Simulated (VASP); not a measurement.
Input for VASP

INCAR:
```
AGGAC = 0.0
ALGO = Normal
EDIFF = 1E-6
EDIFFG = -0.01
ENCUT = 520
GGA = ML
IBRION = 2
ISIF = 3
ISMEAR = 0
LASPH = .True.
LCHARG = .False.
LMAXMIX = 4
LREAL = .False.
LUSE_VDW = .True.
LWAVE = .False.
NELM = 100
NSW = 60
PREC = Accurate
SIGMA = 0.05
SYSTEM = GaAs
ZAB_VDW = -1.8867
```

File POSCAR:
```
GaAs
1.0
  0.0000000000   2.8250000000   2.8250000000
  2.8250000000   0.0000000000   2.8250000000
  2.8250000000   2.8250000000   0.0000000000
Ga As
1 1
direct
  0.0000000000   0.0000000000   0.0000000000
  0.2500000000   0.2500000000   0.2500000000
```

File KPOINTS:
```
K-points
0
G
  7 7 7
```

POTCAR, in this order: Ga_d As (PBE.64 set). Program: vasp_std.

### Question
Write an equivalent input for Quantum ESPRESSO's pw.x.

### Answer
One equivalent input (not run):
```
&CONTROL
  calculation = 'vc-relax'
  pseudo_dir = './pseudo'
  outdir = './out'
  tprnfor = .true.
  tstress = .true.
  nstep = 60
  forc_conv_thr = 0.00039
/
&SYSTEM
  ibrav = 0
  nat = 2
  ntyp = 2
  ecutwfc = 84
  occupations = 'smearing'
  smearing = 'gaussian'
  degauss = 0.003675
  input_dft = 'vdw-df2'
/
&ELECTRONS
  conv_thr = 7.3e-08
  electron_maxstep = 100
/
&IONS
/
&CELL
/
ATOMIC_SPECIES
  Ga 69.723 Ga.upf
  As 74.922 As.upf
CELL_PARAMETERS angstrom
     0.0000000    2.8250000    2.8250000
     2.8250000    0.0000000    2.8250000
     2.8250000    2.8250000    0.0000000
ATOMIC_POSITIONS crystal
  Ga   0.0000000  0.0000000  0.0000000
  As   0.2500000  0.2500000  0.2500000
K_POINTS automatic
  7 7 7 0 0 0
```
The two are equivalent in intent, not identical: the potentials are each code's own (VASP's PAW set, PseudoDojo norm-conserving files in pw.x), so ENCUT and ecutwfc are chosen apart and not converted; conv_thr bounds pw.x's estimated SCF error, while EDIFF bounds the energy change between steps; forc_conv_thr acts on force components and is met together with etot_conv_thr.

The compound is GaAs in the zinc blende structure. This run relaxes it. Symmetry was kept, so distortions that lower it aren't found.
